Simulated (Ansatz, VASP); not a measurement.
# Two plane-wave programs on NbIn2Se3

INCAR

```
SYSTEM = NbIn2Se3
PREC     = Accurate       ! precision mode
ENCUT    = 520            ! plane-wave cutoff, eV
EDIFF    = 1E-7           ! SCF threshold, eV
ISMEAR   = 0              ! smearing method
SIGMA    = 0.2            ! smearing width, eV
LREAL    = .FALSE.        ! projectors in reciprocal space
LASPH    = .TRUE.         ! aspherical terms in the spheres
NELM     = 60             ! most SCF steps
ALGO     = Normal         ! electronic algorithm
ISIF     = 2              ! what is computed and relaxed
LWAVE    = .FALSE.        ! write WAVECAR
LCHARG   = .TRUE.         ! write CHGCAR
GGA      = PE             ! functional
LELF     = .TRUE.         ! ELF
LVHAR    = .TRUE.       
NBANDS   = 69             ! bands
```

The input KPOINTS:

```
Automatic mesh
0
G
  6 6 1
  0 0 0
```

File POSCAR:

```
NbIn2Se3
1.0
    3.6706847107      0.0000000000      0.0000000000
   -1.8353423553      3.1789062087      0.0000000000
    0.0000000000      0.0000000000     25.2391247689
Nb In Se
2 4 6
Direct
    0.0000000000      0.0000000000      0.0000000000
    0.0000000000      0.0000000000      0.5000000000
    0.6666666667      0.3333333333      0.3275917174
    0.6666666667      0.3333333333      0.8275917174
    0.6666666667      0.3333333333      0.1724082826
    0.6666666667      0.3333333333      0.6724082826
    0.3333333333      0.6666666667      0.4363959216
    0.3333333333      0.6666666667      0.9363959216
    0.3333333333      0.6666666667      0.0636040784
    0.3333333333      0.6666666667      0.5636040784
    0.0000000000      0.0000000000      0.2500000000
    0.0000000000      0.0000000000      0.7500000000
```

Input for Ansatz:

```yaml
crystal:
  lattice:
    - [3.6706847107, 0.0, 0.0]
    - [-1.8353423553, 3.1789062087, 0.0]
    - [0.0, 0.0, 25.2391247689]
  atoms:
    - { symbol: Nb, position: [0.0, 0.0, 0.0] }
    - { symbol: Nb, position: [0.0, 0.0, 0.5] }
    - { symbol: In, position: [0.6666666667, 0.3333333333, 0.3275917174] }
    - { symbol: In, position: [0.6666666667, 0.3333333333, 0.8275917174] }
    - { symbol: In, position: [0.6666666667, 0.3333333333, 0.1724082826] }
    - { symbol: In, position: [0.6666666667, 0.3333333333, 0.6724082826] }
    - { symbol: Se, position: [0.3333333333, 0.6666666667, 0.4363959216] }
    - { symbol: Se, position: [0.3333333333, 0.6666666667, 0.9363959216] }
    - { symbol: Se, position: [0.3333333333, 0.6666666667, 0.0636040784] }
    - { symbol: Se, position: [0.3333333333, 0.6666666667, 0.5636040784] }
    - { symbol: Se, position: [0.0, 0.0, 0.25] }
    - { symbol: Se, position: [0.0, 0.0, 0.75] }
basis:
  ecutwfc: 420
kpoints:
  mp_grid: { grid: [6, 6, 1] }
hamiltonian:
  xc: pbe
scf:
  occupations: { method: gaussian, width: 0.2 }
  lower_state_search: "off"
output:
  forces: true
  stress: true
  eigenvalues: true
```

Alike in both runs: task single point; functional PBE; k mesh 6 × 6 × 1; occupations gaussian, width 0.2 eV; no spin polarisation.

|  | VASP | Ansatz |
| --- | --- | --- |
| version | VASP 6.6.1 | Ansatz 0.2.0 |
| potentials or method | VASP PAW PBE potentials, release 64 (Nb_sv, In_d, Se) | scalar-relativistic, plane waves, PAW |
| plane-wave cutoff (eV) | 520 | 420 |
| valence electrons in the cell | 114 | 174 |

|  | VASP | Ansatz | Ansatz less VASP |
| --- | --- | --- | --- |
| gap on the k mesh at the Fermi level (eV) | none | none | - |
| pressure (GPa) | 0.1 | 0.1 | +0.01 |
| largest component of the traceless stress (GPa) | 0.65 | 0.64 | -0.015 |
| rms of the force components (eV/Å) | 0.005 | 0.003 | -0.0025 |

Atom by atom the forces differ by 0.002 eV/Å (rms over components). A gap of «none» marks a metal or a gap that the smearing closes. The two sets of potentials don't hold the same shells in valence.
